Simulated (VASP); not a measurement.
These are rev-vdW-DF2, VASP's PBE PAW potentials (set 64) (plane waves; VASP) values and carry that method's errors.

A VASP calculation is set up with these files.

**KPOINTS**
```
k-points along high-symmetry lines
15
Line-mode
Reciprocal
  0.000000   0.000000   0.000000 ! GAMMA
 -0.500000  -0.500000   0.000000 ! X

 -0.500000  -0.500000   0.000000 ! X
 -0.375000  -0.375000   0.250000 ! U

 -0.375000  -0.000000   0.375000 ! K
  0.000000   0.000000   0.000000 ! GAMMA

  0.000000   0.000000   0.000000 ! GAMMA
  0.000000   0.000000   0.500000 ! L

  0.000000   0.000000   0.500000 ! L
 -0.500000  -0.250000   0.250000 ! W

 -0.500000  -0.250000   0.250000 ! W
 -0.500000  -0.500000   0.000000 ! X
```

INCAR:
```
SYSTEM=InSb
PREC=Accurate; ENCUT=520; LREAL=.FALSE.
LASPH=.TRUE.; ICHARG=11
EDIFF=1E-7; NELM=100; ALGO=Normal
LMAXMIX=4
ISMEAR=0; SIGMA=0.05
GGA=MK; LUSE_VDW=.TRUE.; AGGAC=0.0
PARAM1=0.1234568; PARAM2=0.7114; ZAB_VDW=-1.8867
LWAVE=.FALSE.; LCHARG=.FALSE.; LORBIT=11
```

POSCAR:
```
InSb
1
    0.0000000000     3.2930250266     3.2930250266
    3.2930250266    -0.0000000000     3.2930250266
    3.2930250266     3.2930250266    -0.0000000000
In Sb
1 1
Direct
  0.0000000000   0.0000000000   1.0000000000
  0.2500000000   0.2500000000   0.2500000000
```

POTCAR, in this order: In_d Sb (PBE.64 set). Program: vasp_std. Read from the step before: CHGCAR.

Task: What will the output report for the number of irreducible k-points (NKPTS), largest plane-wave count, number of space-group operations, FFT grid (NGX, NGY, NGZ)?

Result: 
```yaml
number of irreducible k-points (NKPTS): 90
largest_plane_wave_count: 1948
number_of_space_group_operations: 24
FFT grid (NGX, NGY, NGZ): 36 × 36 × 36
```

The compound is InSb in the zinc blende structure. It was relaxed first.
